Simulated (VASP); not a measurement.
An input for Quantum ESPRESSO's pw.x (written as the equivalent of a VASP run, and not itself run):

```
&CONTROL
  calculation = 'vc-relax'
  pseudo_dir = './pseudo'
  outdir = './out'
  tprnfor = .true.
  tstress = .true.
  nstep = 60
  forc_conv_thr = 0.00039
/
&SYSTEM
  ibrav = 0
  nat = 2
  ntyp = 2
  ecutwfc = 86
  occupations = 'smearing'
  smearing = 'gaussian'
  degauss = 0.003675
  input_dft = 'vdw-df-ob86'
/
&ELECTRONS
  conv_thr = 7.3e-08
  electron_maxstep = 100
/
&IONS
/
&CELL
/
ATOMIC_SPECIES
  Pb 207.200 Pb.upf
  Se 78.971 Se.upf
CELL_PARAMETERS angstrom
     0.0000000    3.0600000    3.0600000
     3.0600000    0.0000000    3.0600000
     3.0600000    3.0600000    0.0000000
ATOMIC_POSITIONS crystal
  Pb   0.0000000  0.0000000  0.0000000
  Se   0.5000000  0.5000000  0.5000000
K_POINTS automatic
  7 7 7 0 0 0
```

Problem. Write the VASP files for the same calculation (optB86b-vdW).

Solution. This is not unique; one that fits is 
INCAR:
```
SIGMA = 0.05   # width (eV)
AGGAC = 0.0
PARAM2 = 1.0
LREAL = .False.
IBRION = 2   # conjugate gradients
LASPH = .True.
NSW = 60   # most ionic steps
GGA = MK
ISIF = 3
LCHARG = .False.
NELM = 100   # most electronic steps
PREC = Accurate
EDIFFG = -0.01   # ionic stop
LMAXMIX = 4   # l cut-off of mixed one-centre charges
LWAVE = .False.
SYSTEM = PbSe
EDIFF = 1E-6   # SCF stop (eV)
PARAM1 = 0.1234
ISMEAR = 0
LUSE_VDW = .True.
ENCUT = 520   # plane-wave cut-off (eV)
ALGO = Normal
```

KPOINTS:
```
Regular mesh
0
Gamma
  7 7 7
```

File POSCAR:
```
PbSe
1
    0.0000000000     3.0600000000     3.0600000000
    3.0600000000     0.0000000000     3.0600000000
    3.0600000000     3.0600000000     0.0000000000
Pb Se
1 1
Direct
  0.0000000000   0.0000000000   0.0000000000
  0.5000000000   0.5000000000   0.5000000000
```

POTCAR, in this order: Pb_d Se (PBE.64 set). Program: vasp_std.

Limits of the translation: the potentials are each code's own (VASP's PAW set, PseudoDojo norm-conserving files in pw.x), so ENCUT and ecutwfc are chosen apart and not converted; conv_thr bounds pw.x's estimated SCF error, while EDIFF bounds the energy change between steps; forc_conv_thr acts on force components and is met together with etot_conv_thr.

The compound is PbSe in the rock salt structure. This run relaxes it. Symmetry was kept, so distortions that lower it aren't found.
